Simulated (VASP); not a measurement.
OSZICAR of a VASP run on MnF2 (rutile):

**OSZICAR**
```
       N       E                     dE             d eps       ncg     rms          rms(c)
DAV:   1     0.710893744552E+03    0.71089E+03   -0.31494E+04  3144   0.189E+03
DAV:   2     0.306024061671E+02   -0.68029E+03   -0.65770E+03  3408   0.547E+02
DAV:   3    -0.415291970761E+02   -0.72132E+02   -0.71565E+02  3464   0.185E+02
DAV:   4    -0.432978940417E+02   -0.17687E+01   -0.17642E+01  3664   0.301E+01
DAV:   5    -0.433281819288E+02   -0.30288E-01   -0.30283E-01  3336   0.437E+00    0.197E+01
DAV:   6    -0.392410171105E+02    0.40872E+01   -0.25208E+01  3688   0.360E+01    0.138E+01
DAV:   7    -0.394196191848E+02   -0.17860E+00   -0.20137E+00  3216   0.103E+01    0.994E+00
DAV:   8    -0.390876535094E+02    0.33197E+00   -0.85973E-01  3128   0.864E+00    0.358E+00
DAV:   9    -0.394375978177E+02   -0.34994E+00   -0.24697E-01  3600   0.534E+00    0.128E+00
DAV:  10    -0.394409970278E+02   -0.33992E-02   -0.28636E-02  3336   0.111E+00    0.185E-01
DAV:  11    -0.394412855098E+02   -0.28848E-03   -0.11047E-03  3568   0.280E-01    0.713E-02
DAV:  12    -0.394415182082E+02   -0.23270E-03   -0.11202E-04  3240   0.817E-02    0.457E-02
DAV:  13    -0.394415541613E+02   -0.35953E-04   -0.47752E-05  3528   0.428E-02    0.149E-02
DAV:  14    -0.394415597056E+02   -0.55443E-05   -0.71101E-06  3080   0.221E-02    0.565E-03
DAV:  15    -0.394415597635E+02   -0.57902E-07   -0.12257E-06  1968   0.815E-03
   1 F= -.39441560E+02 E0= -.39441560E+02  d E =-.394416E+02  mag=     0.0000
       N       E                     dE             d eps       ncg     rms          rms(c)
DAV:   1    -0.394434471288E+02   -0.18874E-02   -0.12777E-01  3104   0.285E+00    0.309E-01
DAV:   2    -0.394424707574E+02    0.97637E-03   -0.27853E-03  3104   0.466E-01    0.188E-01
DAV:   3    -0.394422051983E+02    0.26556E-03   -0.37700E-04  3848   0.159E-01    0.100E-01
DAV:   4    -0.394421260868E+02    0.79112E-04   -0.84797E-05  3576   0.669E-02    0.327E-02
DAV:   5    -0.394421215562E+02    0.45306E-05   -0.20800E-05  3560   0.377E-02    0.172E-02
DAV:   6    -0.394421218549E+02   -0.29867E-06   -0.15004E-06  2200   0.101E-02
   2 F= -.39442122E+02 E0= -.39442122E+02  d E =-.562091E-03  mag=     0.0000
       N       E                     dE             d eps       ncg     rms          rms(c)
DAV:   1    -0.394543538249E+02   -0.12232E-01   -0.11174E+00  3104   0.844E+00    0.911E-01
DAV:   2    -0.394458706795E+02    0.84831E-02   -0.24132E-02  3104   0.138E+00    0.556E-01
DAV:   3    -0.394435673396E+02    0.23033E-02   -0.32620E-03  3832   0.465E-01    0.299E-01
DAV:   4    -0.394428693829E+02    0.69796E-03   -0.74429E-04  3576   0.198E-01    0.968E-02
DAV:   5    -0.394428321188E+02    0.37264E-04   -0.18708E-04  3568   0.111E-01    0.505E-02
DAV:   6    -0.394428342248E+02   -0.21060E-05   -0.14355E-05  3296   0.294E-02    0.281E-02
DAV:   7    -0.394428354477E+02   -0.12229E-05   -0.11330E-06  2328   0.933E-03    0.109E-02
DAV:   8    -0.394428359647E+02   -0.51697E-06   -0.52755E-07  1672   0.617E-03
   3 F= -.39442836E+02 E0= -.39442836E+02  d E =-.127620E-02  mag=     0.0000
```

Problem. Which electronic solver shows in the log?

Solution. It is blocked Davidson (ALGO = Normal, or the opening steps of other solvers). The INCAR had ALGO = Normal.

Problem. How was spin treated?

Solution. Collinear spin (ISPIN = 2): the summary line carries one mag value, 0.00 μB in the cell.

Problem. Can the final energy be trusted as converged?

Solution. The calculation finished and met its thresholds. It stopped with EDIFF = 1E-6, NELM = 100, NSW = 60 and EDIFFG = -0.02 after 3 ionic steps (PBE GGA, plane waves, VASP's PBE PAW potentials (set 64)).

The compound is MnF2 in the rutile structure. This run relaxes it. Symmetry was kept, so distortions that lower it aren't found. The start is the result of an earlier pass.
